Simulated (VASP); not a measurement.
All values below come from PBEsol GGA, VASP's PBE PAW potentials (set 64) (plane waves; VASP).

VASP ran on this input.

POSCAR:
```
InSe
1.0
  4.0196627873   0.0000000000   0.0000000000
 -2.0098313937   3.4811301184   0.0000000000
  0.0000000000   0.0000000000  23.5655847591
In Se
2 2
Cart
  2.0098334035   1.1603755458  10.3976288063
  2.0098334035   1.1603755458  13.1679559528
 -0.0000020099   2.3207545726   9.1269140169
 -0.0000020099   2.3207545726  14.4386707422
```

**INCAR**
```
! general
SYSTEM   =  InSe
PREC     =  Accurate
ENCUT    =  400   ! plane-wave cut-off (eV)
LREAL    =  .FALSE.   ! projection in real space or not
LASPH    =  .TRUE.

! electronic loop
EDIFF    =  1E-6   ! SCF stop (eV)
NELM     =  100
ALGO     =  Normal
LMAXMIX  =  4

! smearing
ISMEAR   =  0   ! Gaussian
SIGMA    =  0.05   ! width (eV)

! functional
GGA      =  PS   ! PBEsol

! ions
IBRION   =  2   ! conjugate gradients
NSW      =  60   ! most ionic steps
ISIF     =  4   ! ions and shape, fixed volume
EDIFFG   =  -0.02

! output
LWAVE    =  .FALSE.
LCHARG   =  .FALSE.
```

### KPOINTS
```
Automatic mesh
0
Gamma
6 6 1
0 0 0
```

POTCAR, in this order: In_d Se (PBE.64 set). Program: vasp_std.

Output of the run:

**OSZICAR**
```
       N       E                     dE             d eps       ncg     rms          rms(c)
DAV:   1     0.286134938377E+03    0.28613E+03   -0.14284E+04   346   0.114E+03
DAV:   2     0.147376964048E+02   -0.27140E+03   -0.26744E+03   385   0.311E+02
DAV:   3    -0.149394820208E+02   -0.29677E+02   -0.29562E+02   400   0.132E+02
DAV:   4    -0.159912763475E+02   -0.10518E+01   -0.10504E+01   385   0.308E+01
DAV:   5    -0.160355757707E+02   -0.44299E-01   -0.44295E-01   485   0.523E+00    0.666E+00
DAV:   6    -0.155883378134E+02    0.44724E+00   -0.10540E+00   442   0.178E+01    0.390E+00
DAV:   7    -0.155528372020E+02    0.35501E-01   -0.45087E-01   473   0.589E+00    0.900E-01
DAV:   8    -0.155483626808E+02    0.44745E-02   -0.46132E-02   510   0.281E+00    0.655E-01
DAV:   9    -0.155484098598E+02   -0.47179E-04   -0.61328E-03   427   0.459E-01    0.181E-01
DAV:  10    -0.155482658401E+02    0.14402E-03   -0.62736E-04   455   0.331E-01    0.768E-02
DAV:  11    -0.155482077662E+02    0.58074E-04   -0.32085E-04   395   0.105E-01    0.261E-02
DAV:  12    -0.155482282928E+02   -0.20527E-04   -0.30697E-05   461   0.317E-02    0.149E-02
DAV:  13    -0.155482880663E+02   -0.59773E-04   -0.49011E-05   347   0.322E-02    0.736E-03
DAV:  14    -0.155483137288E+02   -0.25662E-04   -0.25899E-06   336   0.212E-02    0.478E-03
DAV:  15    -0.155484059517E+02   -0.92223E-04   -0.15991E-05   301   0.134E-02    0.302E-03
DAV:  16    -0.155484283138E+02   -0.22362E-04   -0.16698E-06   291   0.612E-03    0.236E-03
DAV:  17    -0.155484500120E+02   -0.21698E-04   -0.61780E-07   259   0.399E-03    0.677E-04
DAV:  18    -0.155484584774E+02   -0.84655E-05   -0.37896E-07   259   0.242E-03    0.677E-04
DAV:  19    -0.155484620279E+02   -0.35505E-05   -0.35920E-07   259   0.304E-03    0.737E-04
DAV:  20    -0.155484639439E+02   -0.19160E-05   -0.72028E-08   231   0.314E-03    0.386E-04
DAV:  21    -0.155484660520E+02   -0.21081E-05   -0.60079E-08   245   0.108E-03    0.353E-04
DAV:  22    -0.155484672940E+02   -0.12420E-05   -0.35155E-08   231   0.104E-03    0.176E-04
DAV:  23    -0.155484678881E+02   -0.59411E-06   -0.15424E-08   210   0.640E-04
   1 F= -.15548468E+02 E0= -.15548468E+02  d E =-.155485E+02
       N       E                     dE             d eps       ncg     rms          rms(c)
DAV:   1    -0.155526589825E+02   -0.41917E-02   -0.12599E-01   390   0.262E+00    0.302E-01
DAV:   2    -0.155504367167E+02    0.22223E-02   -0.43101E-03   435   0.900E-01    0.177E-01
DAV:   3    -0.155493400532E+02    0.10967E-02   -0.16741E-03   393   0.423E-01    0.732E-02
DAV:   4    -0.155492127536E+02    0.12730E-03   -0.38586E-04   442   0.170E-01    0.380E-02
DAV:   5    -0.155491894559E+02    0.23298E-04   -0.40801E-05   489   0.654E-02    0.159E-02
DAV:   6    -0.155491900946E+02   -0.63866E-06   -0.43174E-06   370   0.209E-02
   2 F= -.15549190E+02 E0= -.15549190E+02  d E =-.722206E-03
       N       E                     dE             d eps       ncg     rms          rms(c)
DAV:   1    -0.155506913799E+02   -0.15019E-02   -0.49337E-02   398   0.164E+00    0.189E-01
DAV:   2    -0.155497864074E+02    0.90497E-03   -0.16138E-03   435   0.551E-01    0.111E-01
DAV:   3    -0.155493443778E+02    0.44203E-03   -0.67659E-04   400   0.269E-01    0.460E-02
DAV:   4    -0.155492949339E+02    0.49444E-04   -0.15413E-04   450   0.107E-01    0.240E-02
DAV:   5    -0.155492899704E+02    0.49635E-05   -0.16929E-05   488   0.411E-02    0.984E-03
DAV:   6    -0.155492935662E+02   -0.35958E-05   -0.17315E-06   247   0.135E-02    0.500E-03
DAV:   7    -0.155493045807E+02   -0.11014E-04   -0.16572E-06   278   0.909E-03    0.292E-03
DAV:   8    -0.155493113330E+02   -0.67524E-05   -0.51276E-07   259   0.534E-03    0.166E-03
DAV:   9    -0.155493238173E+02   -0.12484E-04   -0.15505E-06   285   0.430E-03    0.131E-03
DAV:  10    -0.155493278571E+02   -0.40398E-05   -0.19906E-07   259   0.246E-03    0.795E-04
DAV:  11    -0.155493301619E+02   -0.23048E-05   -0.97682E-08   252   0.154E-03    0.219E-04
DAV:  12    -0.155493308894E+02   -0.72757E-06   -0.21650E-08   210   0.936E-04
   3 F= -.15549331E+02 E0= -.15549331E+02  d E =-.863001E-03
       N       E                     dE             d eps       ncg     rms          rms(c)
DAV:   1    -0.155496916991E+02   -0.36154E-03   -0.11272E-01   378   0.198E+00    0.148E-01
DAV:   2    -0.155497315189E+02   -0.39820E-04   -0.47202E-03   490   0.747E-01    0.791E-02
DAV:   3    -0.155496176027E+02    0.11392E-03   -0.17578E-04   433   0.119E-01    0.482E-02
DAV:   4    -0.155495508407E+02    0.66762E-04   -0.89971E-05   411   0.109E-01    0.129E-02
DAV:   5    -0.155495484527E+02    0.23881E-05   -0.24064E-05   427   0.406E-02    0.121E-02
DAV:   6    -0.155495481568E+02    0.29589E-06   -0.93344E-07   218   0.110E-02
   4 F= -.15549548E+02 E0= -.15549548E+02  d E =-.217267E-03
       N       E                     dE             d eps       ncg     rms          rms(c)
DAV:   1    -0.155495982866E+02   -0.49834E-04   -0.25198E-02   378   0.937E-01    0.693E-02
DAV:   2    -0.155496031528E+02   -0.48661E-05   -0.10421E-03   490   0.352E-01    0.364E-02
DAV:   3    -0.155495768659E+02    0.26287E-04   -0.39731E-05   405   0.561E-02    0.222E-02
DAV:   4    -0.155495619143E+02    0.14952E-04   -0.20531E-05   411   0.511E-02    0.633E-03
DAV:   5    -0.155495621198E+02   -0.20544E-06   -0.53303E-06   341   0.193E-02
   5 F= -.15549562E+02 E0= -.15549562E+02  d E =-.231230E-03
       N       E                     dE             d eps       ncg     rms          rms(c)
DAV:   1    -0.155496199610E+02   -0.58047E-04   -0.21304E-02   322   0.874E-01    0.593E-02
DAV:   2    -0.155496870115E+02   -0.67050E-04   -0.97627E-04   406   0.290E-01    0.221E-02
DAV:   3    -0.155496798072E+02    0.72043E-05   -0.30397E-05   440   0.491E-02    0.170E-02
DAV:   4    -0.155496759604E+02    0.38468E-05   -0.88692E-06   380   0.266E-02    0.731E-03
DAV:   5    -0.155496763061E+02   -0.34567E-06   -0.23596E-06   278   0.127E-02
   6 F= -.15549676E+02 E0= -.15549676E+02  d E =-.114186E-03
       N       E                     dE             d eps       ncg     rms          rms(c)
DAV:   1    -0.155493833699E+02    0.29259E-03   -0.19191E-01   322   0.262E+00    0.180E-01
DAV:   2    -0.155500006510E+02   -0.61728E-03   -0.88460E-03   378   0.880E-01    0.672E-02
DAV:   3    -0.155499374019E+02    0.63249E-04   -0.27410E-04   440   0.148E-01    0.510E-02
DAV:   4    -0.155498971015E+02    0.40300E-04   -0.79092E-05   420   0.809E-02    0.218E-02
DAV:   5    -0.155498924472E+02    0.46542E-05   -0.22644E-05   465   0.358E-02    0.816E-03
DAV:   6    -0.155498927259E+02   -0.27865E-06   -0.18470E-06   259   0.122E-02
   7 F= -.15549893E+02 E0= -.15549893E+02  d E =-.330606E-03
```

OUTCAR:
```
------------------------ aborting loop because EDIFF is reached ----------------------------------------
  FORCE on cell =-STRESS in cart. coord.  units (eV):
  Direction    XX          YY          ZZ          XY          YZ          ZX
  --------------------------------------------------------------------------------------
  Total       -0.1474324     -0.1474324     -0.0908349      0.0000000     -0.0000000     -0.0000000
  in kB       -0.7163338     -0.7163338     -0.4413422      0.0000000     -0.0000000     -0.0000000
  external PRESSURE =      -0.6246700 kB  Pullay stress =       0.0000000 kB
  volume of cell :      329.75
      direct lattice vectors                 reciprocal lattice vectors
     4.004359334  0.000000000 -0.000000000     0.249727838  0.144180433  0.000000000
    -2.002179667  3.467876938  0.000000000    -0.000000000  0.288360867 -0.000000000
    -0.000000000  0.000000000 23.746050061     0.000000000 -0.000000000  0.042112267
 POSITION                                       TOTAL-FORCE (eV/Angst)
 -----------------------------------------------------------------------------------
      2.00218      1.15596     10.48578         0.000000     -0.000000     -0.010577
      2.00218      1.15596     13.26027         0.000000     -0.000000      0.010577
     -0.00000      2.31192      9.20217        -0.000000      0.000000      0.015581
     -0.00000      2.31192     14.54388        -0.000000      0.000000     -0.015581
 -----------------------------------------------------------------------------------
    total drift:                               -0.000346      0.000200      0.000000
  FREE ENERGIE OF THE ION-ELECTRON SYSTEM (eV)
  ---------------------------------------------------
  free  energy   TOTEN  =       -15.5498927259 eV

  energy  without entropy=      -15.5498927259  energy(sigma->0) =      -15.54989273

 reached required accuracy - stopping structural energy minimisation
```
(Selected blocks of OUTCAR.)

File CONTCAR:
```
InSe
   1.00000000000000
     4.0043593344379182    0.0000000000017362   -0.0000000000000000
    -2.0021796672672658    3.4678769375395295    0.0000000000000000
    -0.0000000000000000    0.0000000000000000   23.7460500614170726
  In              Se
     2     2
Direct
     0.6666669999999968    0.3333330000000032    0.4415799074004522
     0.6666669999999968    0.3333330000000032    0.5584200925995478
     0.3333330000000032    0.6666669999999968    0.3875241562320473
     0.3333330000000032    0.6666669999999968    0.6124758437679528
```

### OUTCAR
```
 val. band max:       -2.7407881717   @ k =   0.1667   0.0000   0.0000

 cond. band min:      -1.1285971633   @ k =   0.0000   0.0000   0.0000


 Fermi energy:        -2.4550947157

 k-point     1 :       0.0000    0.0000    0.0000
  band No.  band energies     occupation
      1     -16.7167      2.00000
      2     -16.5178      2.00000
      3     -16.5178      2.00000
      4     -16.4280      2.00000
      5     -16.4280      2.00000
      6     -16.4198      2.00000
      7     -16.4198      2.00000
      8     -16.2338      2.00000
      9     -16.2338      2.00000
     10     -16.2231      2.00000
     11     -15.3518      2.00000
     12     -15.1960      2.00000
     13      -8.1669      2.00000
     14      -5.8123      2.00000
     15      -3.2049      2.00000
     16      -3.2049      2.00000
     17      -3.1268      2.00000
     18      -3.1267      2.00000
     19      -2.8158      2.00000
     20      -1.1286      0.00000
     21       0.0331      0.00000
     22       2.3231      0.00000
     23       2.3231      0.00000

 k-point     2 :       0.1667    0.0000    0.0000
  band No.  band energies     occupation
      1     -16.7207      2.00000
      2     -16.6049      2.00000
      3     -16.5372      2.00000
      4     -16.5147      2.00000
      5     -16.4275      2.00000
      6     -16.4087      2.00000
      7     -16.4048      2.00000
      8     -16.2785      2.00000
      9     -16.2361      2.00000
     10     -16.1437      2.00000
     11     -15.0693      2.00000
     12     -14.9324      2.00000
     13      -8.0377      2.00000
     14      -5.9691      2.00000
     15      -4.4380      2.00000
     16      -4.1922      2.00000
     17      -3.5245      2.00000
     18      -3.4099      2.00000
     19      -2.7408      2.00000
     20      -0.1673      0.00000
     21       0.7151      0.00000
     22       1.6611      0.00000
     23       2.5460      0.00000

 k-point     3 :       0.3333    0.0000    0.0000
...
```

The cell holds a wide vacuum, so values per volume refer to the whole cell. Unless said otherwise, spin-orbit coupling is left out, though it shifts the bands of the heavy elements here.

The cell is a sheet with vacuum, built from a generated structure.
